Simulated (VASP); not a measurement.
Energy against volume of ZnS (wurtzite). All values below come from r2SCAN meta-GGA, VASP's PBE PAW potentials (set 64) (plane waves; VASP). Run with 520 eV cut-off, 7×7×4 Γ-centred mesh, Gaussian smearing of 0.050 eV, potentials Zn S.

Shape and ions are relaxed at each volume.

```tsv
V (Å³/atom)	E (eV/atom)
18.432	-9.41188
19.020	-9.42639
19.608	-9.43076
20.196	-9.42640
```

Problem. Fit these four points and predict the energy of the run at 20.785 Å³/atom.

Solution. A cubic in V^(−2/3), the third-order Birch-Murnaghan form, passes through the four points with V0 = 19.59 Å³/atom and B0 = 79 GPa, and gives -9.4145 eV/atom there. The run gave -9.4146 eV/atom, -0.1 meV/atom from the fit; all five points give B0 = 79 GPa.

The compound is ZnS in the wurtzite structure, the high-temperature form. It was relaxed first.
